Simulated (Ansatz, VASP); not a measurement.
**Sb (Antimony) in two plane-wave programs**

One calculation is typed for both programs; each brings its own data sets. How far apart do they land? The structure shown is the start of the Ansatz relaxation below; VASP solves that cell, so the two are compared at the walk's first step.

Main program and level: Ansatz 0.2.0; plane waves, with VASP 6.6.1 beside it; single point at LDA.

## Step 1: The structure

Symmetry: R-3m, No. 166, trigonal system. Conventional cell: a = 4.424 Å, b = 4.424 Å, c = 10.746 Å, α = 90.00°, β = 90.00°, γ = 120.00°. Nearest to Sb lie 6 Sb at 2.95 to 3.31 Å.

## Step 2: Ansatz: relaxation, LDA

Ansatz runs on its PAW soft_1 files.

The two programs are compared at the cell with which this relaxation starts, whose forces are those of its first step.

input.yaml

```yaml
crystal:
  lattice:
    - [2.2121557679, 1.2771887281, 3.581885125]
    - [-2.2121557679, 1.2771887281, 3.581885125]
    - [0.0, -2.5543774561, 3.581885125]
  atoms:
    - { symbol: Sb, position: [0.2356653822, 0.2356653822, 0.2356653822] }
    - { symbol: Sb, position: [0.7643346178, 0.7643346178, 0.7643346178] }
  conventional_axes: [[1, -1, 0], [0, 1, -1], [1, 1, 1]]
kpoints:
  mp_grid: { grid: [12, 12, 12] }
hamiltonian:
  xc: lda
  pseudopotentials: { kind: paw, azcp: { folder: soft_1 }, xc_functional: pbe }
scf:
  occupations: { method: methfessel_paxton, width: 0.2 }
output:
  forces: true
  stress: true
  eigenvalues: true
relax:
  adjacent_minimum: "off"
  f_tol: 0.001
  max_steps: 60
  cell: { stress_tol: 0.01, fix: [a, b, gamma] }
```

Run with:

```bash
$ ansatz run input.yaml --threads 4 --pin off --max-ram 10240MiB --backend cpu --events-out ev --progress --plain --runs-dir out
```

Numbers of over 12 decimals in the logs are rounded to 6 here.

The log of the run:

```text
Engine: ansatz 0.2.0, x86_64-unknown-linux-gnu
Pseudopotentials: kind: paw
Pseudopotential: Sb, paw, valence charge 15, recommended cutoff 420 eV (normal), soft_1/Sb.paw.azcp
Functional definition: SPW92
  exchange = slater_x
  correlation = pw_c
Crystal: 2 atoms, lattice volume = 60.720 Å³
Basis set: ecut = 420 eV, 1241 PW (Γ)
Bands: 19, of which v1, the nominal top of the filled ones, is band 15 counted from 1 (14 counted from 0)
Symmetry: 12 space group operations
Space group: R-3m (ITA 166), of the structure as read, at distance tolerance 3.9e-5 Å
k-points: 189 of 1728
Non-local potential: Sb, projectors of the file, l = 0: 2, l = 1: 2, l = 2: 2, l = 3: 1
PAW form: soft (Blöchl's): semilocal exchange-correlation on the pseudo side does not see the compensation charge
PAW frozen core: Sb, regenerated for the run's functional, and the local potential with it (the file was generated under x = pbe(κ = 0.804, μ = 0.219515), c = pbe(β = 0.066725))
PAW one-centre angular grid: Sb, 590 points (default); XC on 64 Gauss nodes
Initial density: superposition of atomic densities (chi_scale 0.1, normalization cell)
Initial wavefunctions: pseudopotential atomic-orbital guess
Functional: x = slater, c = lda
SCF iter   1: F=—  HF=-12671.757275 eV  |F-HF|=—  |Δ(HF+E_count)|=         —  Δρ=1.41e-2  dr2=9.83e-2  ethr=3.10e-3  ⟨swp⟩=6.0  Hψ=18920  notcnv=0
preconditioner: auto → Kerker (q_TF=auto, 2.426 Å⁻¹)  [metal: Δε(μ)=0.086 eV  Ē_g=8.622 eV  σ=0.200 eV  W_gap=0.35  n_scr=14 (ndim 8)  ℏωp=15.1 eV  f_vac=0.000  D(μ)=0.17/eV (n_scr^D=0)]
SCF iter   2: F=—  HF=-12671.740073 eV  |F-HF|=—  |Δ(HF+E_count)|=   1.72e-2  S|Δr|=    0.00e0  Δρ=8.84e-3  dr2=4.09e-2  ethr=3.28e-4  ⟨swp⟩=1.1  Hψ=5124  notcnv=0
SCF iter   3: F=—  HF=-12671.732521 eV  |F-HF|=—  |Δ(HF+E_count)|=   7.55e-3  S|Δr|=    0.00e0  Δρ=1.49e-3  dr2=1.97e-3  ethr=1.36e-4  ⟨swp⟩=1.2  Hψ=4084  notcnv=0
SCF iter   4: F=—  HF=-12671.732422 eV  |F-HF|=—  |Δ(HF+E_count)|=   9.95e-5  S|Δr|=    0.00e0  Δρ=5.07e-4  dr2=2.43e-4  ethr=6.55e-6  ⟨swp⟩=1.9  Hψ=4069  notcnv=0
SCF iter   5: F=—  HF=-12671.732430 eV  |F-HF|=—  |Δ(HF+E_count)|=   8.63e-6  S|Δr|=    0.00e0  Δρ=7.51e-5  dr2=3.91e-6  ethr=8.09e-7  ⟨swp⟩=2.0  Hψ=4443  notcnv=0
SCF iter   6: F=—  HF=-12671.732431 eV  |F-HF|=—  |Δ(HF+E_count)|=   4.47e-7  S|Δr|=    0.00e0  Δρ=2.36e-5  dr2=2.05e-7  ethr=1.30e-8  ⟨swp⟩=2.0  Hψ=6427  notcnv=0
SCF iter   7: F=-12671.732431 eV  HF=-12671.732431 eV  |F-HF|=1.86e-9  |Δ(HF+E_count)|=   3.04e-8  S|Δr|=    0.00e0  Δρ=4.02e-6  dr2=1.28e-8  ethr=3.33e-10  ⟨swp⟩=6.8  Hψ=18552  notcnv=0
SCF 1 converged in 7 iterations: F = -12671.732431 eV  dr2 = 1.28e-8
  greatest PAW one-centre occupation: 0.997 electrons in one spin orbital (limit 2), on the Sb atom at site 1 (counted from 0), in its partial waves of l = 2
relax step   1: F+E_penalty+E_count = -12671.73243092 eV  Δ(F+E_penalty+E_count) = +0.000e0 eV  max|allowed force component| = 5.736e-2 eV/Å  Δτ_max = 0.0000 Å  P = -2.491 GPa  Ω = 60.720 Å³  fix = [a, b, gamma]  reactions: a -3.374, b -3.374 GPa  (7 SCF iters, dr2 threshold 1.00e-7 eV, accepted)
[...]
relax step   2: F+E_penalty+E_count = -12671.73315446 eV  Δ(F+E_penalty+E_count) = -7.235e-4 eV  max|allowed force component| = 7.978e-2 eV/Å  Δτ_max = 0.0099 Å  P = -1.775 GPa  Ω = 60.029 Å³  energy of the carried Pulay correction = +9.236e-5 eV  fix = [a, b, gamma]  reactions: a -2.829, b -2.829 GPa  (5 SCF iters, dr2 threshold 2.00e-7 eV, accepted)
[...]
relax step   3: F+E_penalty+E_count = -12671.73385215 eV  Δ(F+E_penalty+E_count) = -6.977e-4 eV  max|allowed force component| = 1.511e-2 eV/Å  Δτ_max = 0.0059 Å  P = -2.054 GPa  Ω = 60.240 Å³  energy of the carried Pulay correction = +6.407e-5 eV  fix = [a, b, gamma]  reactions: a -3.047, b -3.047 GPa  (4 SCF iters, dr2 threshold 2.00e-7 eV, accepted)
[...]
relax step   4: F+E_penalty+E_count = -12671.73395156 eV  Δ(F+E_penalty+E_count) = -9.941e-5 eV  max|allowed force component| = 6.471e-4 eV/Å  Δτ_max = 0.0034 Å  P = -2.010 GPa  Ω = 60.096 Å³  energy of the carried Pulay correction = +8.335e-5 eV  fix = [a, b, gamma]  reactions: a -3.018, b -3.018 GPa  (4 SCF iters, dr2 threshold 1.43e-8 eV, accepted)
[...]
relax step   5: F+E_penalty+E_count = -12671.73386714 eV  Δ(F+E_penalty+E_count) = +8.441e-5 eV  max|allowed force component| = 6.878e-4 eV/Å  Δτ_max = 0.0000 Å  P = -2.010 GPa  Ω = 60.096 Å³  fix = [a, b, gamma]  reactions: a -3.018, b -3.018 GPa  stress off target by 6.49e-3 GPa on what of the cell is left free  SCF on the basis re-selected at this cell (its energy is not comparable with the rows above)  (7 SCF iters)
basis re-selected at this cell: Δ(F+E_penalty+E_count) = +8.441e-5 eV, ΔP = -0.000 GPa vs the last step (what re-selecting the basis moved, of the pressure what is left beyond the Pulay correction that the steps carried, after the strain that the cell walked since its last selection, with what the two solves' SCF thresholds leave and, on support functions, any second-order correction that the steps lacked; it is no m [...]
SCF converged after 7 iterations
Stability not checked: this state was not tested for a lower state beside it, because cold or Methfessel-Paxton smearing, or corrected tetrahedra, fill the levels in a way that the test cannot read (fill_not_monotonic; see scf.lower_state_search)
Free energy (F): -12671.733867 eV
Harris-Foulkes:  -12671.733867 eV  (|F-HF|=3.64e-12)
Internal energy: -12671.735786 eV  (E = F + TS)
E sigma→0 (E₀):  -12671.734347 eV
Entropy (-TS):   0.001919 eV (0.959 meV/atom)
Fermi energy:    9.808415 eV
--- Per-component energies (eV) ---
  E_band       = -337.324107
  E_kinetic    = 327.655138
  E_local      = -3156.040556  (includes V_loc(G=0)·N_el)
  E_nonlocal   = 787.257546
  E_hartree    = 1302.302020
  E_xc         = -197.580684
  E_vxc        = -183.062879  (∫ρ·V_xc dr)
  E_paw        = -8789.343813  (= ΣΔE_a)
  E_vpaw       = -717.737638  (= ΣTr[D̂ρ^β])
  E_aug_tail   = 0.000251  (compensation charges beyond the density's cutoff)
  E_ewald      = -2947.103311
  E_core_change = 1.117622  (= ΣΔE_core)
  E_smearing   = 0.001919  (= −TS)
  E_closure    = 0.000000  (closes the sum)
  Σ components = -12671.733867   (vs F -12671.733867, Δ=0.00e0)
--- Forces (eV/Å), atoms counted from 1 ---
  atom   1  Sb     0.00000000     0.00000000     0.00068783
  atom   2  Sb     0.00000000    -0.00000000    -0.00068783
  max |Σ_I F_I| component: 2.31e-18 eV/Å
--- Stress (GPa, compression-positive) ---
       -3.018252       0.000000       0.000000
        0.000000      -3.018252       0.000000
        0.000000       0.000000       0.006486
  P = ⅓ Tr σ = -2.0100 GPa (-20.100 kbar)
--- Band table (eV; the first three rows and the last of 189) ---
  k-point 0: bands = [... 11 lower, 5.0878, 7.9992, 7.9992, 8.5209, 12.3358, 12.8542, 12.8542, 14.8544]
  k-point 1: bands = [... 11 lower, 4.7147, 8.0039, 8.2013, 8.5441, 12.1841, 12.6308, 12.6603, 14.6905]
  k-point 2: bands = [... 11 lower, 3.8663, 8.0236, 8.4353, 8.7332, 11.7564, 12.0705, 12.1895, 14.6002]
  k-point 188: bands = [... 11 lower, 0.9629, 8.5502, 8.5502, 9.0769, 9.7092, 9.7092, 10.5608, 17.5752]
--- Relaxed structure (4 steps of the walk, 4 accepted, 1 SCFs on fresh bases) ---
  F+E_penalty+E_count = -12671.73386714 eV   max|allowed force component| = 6.878e-4 eV/Å   (the final SCF, on the basis selected at the relaxed cell)
  cell:  # Å, volume = 60.0961 Å³
    - [2.212156, 1.277189, 3.545068]
    - [-2.212156, 1.277189, 3.545068]
    - [0, -2.554377, 3.545068]
  atoms:
    - { symbol: Sb, position: [0.235613, 0.235613, 0.235613] }
    - { symbol: Sb, position: [0.764387, 0.764387, 0.764387] }
```

## Step 3: VASP: single point, LDA, start cell, pair 1

The same cell, functional (in two slightly different forms), mesh and smearing now go to VASP, with its own data sets.

Lines of VASP's logs that name or quote its potential files are left out, and so is its time.

INCAR

```
SYSTEM = Sb
PREC = Accurate
ENCUT = 400
EDIFF = 1E-06
NELM = 120
ISMEAR = 1
SIGMA = 0.2
LREAL = .FALSE.
ALGO = Normal
GGA = PW92
NBANDS = 11
LORBIT = 11
LWAVE = .FALSE.
LCHARG = .FALSE.
ISIF = 2
LASPH = .TRUE.
GGA_COMPAT = .FALSE.
KPAR = 2
```

POSCAR

```
Sb
1.0
    2.2121560000      1.2771890000      3.5818850000
   -2.2121560000      1.2771890000      3.5818850000
    0.0000000000     -2.5543770000      3.5818850000
Sb
2
Direct
    0.2356652999      0.2356652999      0.2356653922
    0.7643345155      0.7643345155      0.7643346078
```

KPOINTS

```
Automatic mesh
0
Gamma
12 12 12
0 0 0
```

PAW data sets: Sb (LDA family, release 64).

Run with:

```bash
$ mpirun -np 2 vasp_std
```

The log of the run:

```text
[banner, memory and clock lines left out]
running    2 mpi-ranks, on    1 nodes
 distrk:  each k-point on    1 cores,    2 groups
 distr:  one band on    1 cores,    1 groups

 POSCAR found type information on POSCAR Sb
 POSCAR found :  1 types and       2 ions
|                                                                             |
|               ----> ADVICE to this user running VASP <----                  |
|                                                                             |
|     You enforced a specific xc type in the INCAR file but a different       |
|     [... a line on the potential file left out ...]
|     I HOPE YOU KNOW WHAT YOU ARE DOING!                                     |
|                                                                             |

 LDA part: xc-table for (Slater(with rela. corr.)+PW92), standard interpolation
 POSCAR, INCAR and KPOINTS ok, starting setup
 FFT: planning ... GRIDC
 FFT: planning ... GRID_SOFT
 FFT: planning ... GRID
 WAVECAR not read
 entering main loop
       N       E                     dE             d eps       ncg     rms          rms(c)
DAV:   1     0.306765913653E+02    0.30677E+02   -0.30680E+03  4158   0.578E+02
DAV:   2    -0.792849733670E+01   -0.38605E+02   -0.37473E+02  5742   0.104E+02
DAV:   3    -0.959373686737E+01   -0.16652E+01   -0.16462E+01  5072   0.249E+01
DAV:   4    -0.960842449228E+01   -0.14688E-01   -0.14684E-01  4677   0.280E+00
DAV:   5    -0.960860731307E+01   -0.18282E-03   -0.18282E-03  4851   0.341E-01    0.300E+00
DAV:   6    -0.959529777109E+01    0.13310E-01   -0.32341E-03  4698   0.304E-01    0.178E+00
DAV:   7    -0.958775727909E+01    0.75405E-02   -0.68890E-03  4560   0.439E-01    0.610E-02
DAV:   8    -0.958775952336E+01   -0.22443E-05   -0.24827E-04  4722   0.106E-01    0.193E-02
DAV:   9    -0.958776308783E+01   -0.35645E-05   -0.15593E-05  4743   0.248E-02    0.691E-03
DAV:  10    -0.958776270423E+01    0.38360E-06   -0.21624E-06  3325   0.794E-03
   1 F= -.95877627E+01 E0= -.95884808E+01  d E =0.215432E-02
```

OUTCAR, selected parts (step 3):

```text
ion  position               nearest neighbor table
   1  0.236  0.236  0.236-   2 2.95   2 2.95   2 2.95   2 3.31   2 3.31   2 3.31
   2  0.764  0.764  0.764-   1 2.95   1 2.95   1 2.95   1 3.31   1 3.31   1 3.31

  LATTYP: Found a trigonal (rhomboedric) cell.
 ALAT       =     4.3994029212
 COS(alpha) =     0.4943220487

 Subroutine GETGRP returns: Found 12 space group operations
 (whereof 12 operations were pure point group operations)

The static configuration has the point symmetry D_3d.

 Found    189 irreducible k-points:

   k-points           NKPTS =    189   k-points in BZ     NKDIM =    189   number of bands    NBANDS=     11

   dimension x,y,z NGX =    30 NGY =   30 NGZ =   30
   dimension x,y,z NGXF=    60 NGYF=   60 NGZF=   60

   ENCUT  =  400.0 eV  29.40 Ry    5.42 a.u.   7.17  7.17  7.17*2*pi/ulx,y,z

   NELECT =      10.0000    total number of electrons

 k-points in reciprocal lattice and weights: Automatic mesh
   0.00000000  0.00000000  0.00000000       0.001
   0.08333333 -0.00000000  0.00000000       0.003
   0.16666667 -0.00000000  0.00000000       0.003
   0.25000000 -0.00000000  0.00000000       0.003
   0.33333333 -0.00000000  0.00000000       0.003
   0.41666667 -0.00000000  0.00000000       0.003
   0.50000000 -0.00000000  0.00000000       0.002
   0.08333333  0.08333333  0.00000000       0.003
   0.16666667  0.08333333  0.00000000       0.007
[...]
-0.41666667  0.50000000  0.41666667       0.003
   0.50000000  0.50000000  0.50000000       0.001

 average (electrostatic) potential at core
       1 -86.8695       2 -86.8695

 E-fermi :   6.8582

 k-point     1 :       0.0000    0.0000    0.0000
  band No.  band energies     occupation
      1      -5.5679      2.00000
      2       2.1397      2.00000
      3       5.0712      2.00000
      4       5.0712      2.00000
      5       5.4886      2.00000
      6       9.3227     -0.00000
      7       9.8370     -0.00000
      8       9.8370     -0.00000
      9      11.8171      0.00000
     10      11.8171      0.00000
    ...

 k-point     2 :       0.0833   -0.0000    0.0000
  band No.  band energies     occupation
      1      -5.4941      2.00000
      2       1.7745      2.00000
      3       5.0737      2.00000
      4       5.2558      2.00000
      5       5.5220      2.00000
      6       9.1828     -0.00000
      7       9.6179     -0.00000
      8       9.6424     -0.00000
      9      11.6481      0.00000
     10      11.8382      0.00000
    ...

 k-point     3 :       0.1667   -0.0000    0.0000
  band No.  band energies     occupation
      1      -5.2735      2.00000
      2       0.9387      2.00000
      3       5.0875      2.00000
      4       5.4282      2.00000
      5       5.7616      2.00000
      6       8.7734     -0.00000
      7       9.0693     -0.00000
      8       9.1696     -0.00000
      9      11.5537      0.00000
     10      12.1116      0.00000
    ...

  Total       -1.1953451     -1.1953447     -0.2264583      0.0000000     -0.0000000      0.0000000
  in kB      -31.5406165    -31.5406069     -5.9753746      0.0000000     -0.0000006      0.0000000
  external PRESSURE =     -23.0188660 kB  Pullay stress =       0.0000000 kB

  energy-cutoff  :      400.00
  volume of cell :       60.72
      direct lattice vectors                 reciprocal lattice vectors
     2.212156000  1.277189000  3.581885000     0.226023843  0.130494946  0.093060858
    -2.212156000  1.277189000  3.581885000    -0.226023843  0.130494946  0.093060858
     0.000000000 -2.554377000  3.581885000     0.000000000 -0.260989893  0.093060894

 POSITION                                       TOTAL-FORCE (eV/Angst)
 -----------------------------------------------------------------------------------
      0.00000     -0.00000      2.53238         0.000000     -0.000000     -0.010908
      0.00000      0.00000      8.21328         0.000000      0.000000      0.010908
 -----------------------------------------------------------------------------------
    total drift:                               -0.000000      0.000083      0.000239

  FREE ENERGIE OF THE ION-ELECTRON SYSTEM (eV)
  ---------------------------------------------------
  free  energy   TOTEN  =        -9.5877627042 eV

  energy  without entropy=       -9.5899170193  energy(sigma->0) =       -9.58848081

 total charge
# of ion       s       p       d       tot
------------------------------------------
    1        1.224   1.146   0.036   2.407
    2        1.224   1.146   0.036   2.407
--------------------------------------------------
tot          2.449   2.292   0.073   4.813

[... 3 further parts left out ...]
```

The run ends at a pressure of -2.30 GPa, with forces up to 0.011 eV/Å.

## Step 4: Differences

Known differences besides the potentials themselves: the data sets hold 30 valence electrons in Ansatz (on its PAW soft_1 files) and 10 in VASP; the cutoff is 420 eV in Ansatz and 400 eV in VASP; VASP's log shows a relativistic correction to its local exchange, Ansatz's none. Total energies have different zeros and are not compared.

At this near-relaxed geometry the largest component of a force difference is 46 meV/Å.

## Step 5: Other set-ups

Further runs change the set-up of one program: Ansatz's method, potentials or start, or VASP's data sets, cutoff or form of LDA. The table gives that difference for each run.

```csv
run,r.m.s. force difference (meV/Å)
as above,27
VASP with the data sets Sb_d_GW,8.3
```

## Step 6: Ansatz: relaxation, LDA

The two programs are compared at the cell with which this relaxation starts, whose forces are those of its first step. The cell compared in this pair holds 55.73 Å³, against 60.72 Å³ for the pair before.

The structure compared here is the start of the Ansatz relaxation; VASP solves that cell, so the two are compared at the walk's first step.

input.yaml, the sections that differ from step 2:

```yaml
crystal:
  lattice:
    - [2.0618150845, 1.1903894941, 3.7842208351]
    - [-2.0618150845, 1.1903894941, 3.7842208351]
    - [0.0, -2.3807789882, 3.7842208351]
  atoms:
    - { symbol: Sb, position: [0.2367987772, 0.2367987772, 0.2367987772] }
    - { symbol: Sb, position: [0.7632012228, 0.7632012228, 0.7632012228] }
  conventional_axes: [[1, -1, 0], [0, 1, -1], [1, 1, 1]]
# kpoints, hamiltonian, scf, output, relax: as in step 2
```

Run with:

```bash
$ ansatz run input.yaml --threads 4 --pin off --max-ram 10240MiB --backend cpu --events-out ev --progress --plain --runs-dir out
```

The log of the run:

```text
[...]
Crystal: 2 atoms, lattice volume = 55.727 Å³
Basis set: ecut = 420 eV, 1099 PW (Γ)
Bands: 19, of which v1, the nominal top of the filled ones, is band 15 counted from 1 (14 counted from 0)
Symmetry: 12 space group operations
[...]
k-points: 189 of 1728
[...]
k-point 188: bands = [... 11 lower, 1.3229, 10.1436, 10.1436, 11.3093, 11.3348, 11.3348, 12.4723, 18.0724]
--- Relaxed structure (5 steps of the walk, 5 accepted, 1 SCFs on fresh bases) ---
[...]
cell:  # Å, volume = 56.4710 Å³
    - [2.061815, 1.190389, 3.834734]
    - [-2.061815, 1.190389, 3.834734]
    - [0, -2.380779, 3.834734]
  atoms:
    - { symbol: Sb, position: [0.237192, 0.237192, 0.237192] }
    - { symbol: Sb, position: [0.762808, 0.762808, 0.762808] }
[key lines of the parts left out:]
SCF converged after 7 iterations
Free energy (F): -12671.718828 eV
Fermi energy:    10.907924 eV
P = ⅓ Tr σ = 2.0013 GPa (20.013 kbar)
```

(Part 1 of 2 ends here.)

[Lines on the potential files, build, host, timing and source positions are cut from VASP's logs without a mark.]

[Logs are printed without paths, hosts, clocks, repeated set-up lines and the standing remarks that a program may print on its own settings, such as how far it seeks lower states.]

[Hosts, paths, dates, database ids (printed as entryN), source tags and the programs' standing remarks are cut or masked in the printed files.]
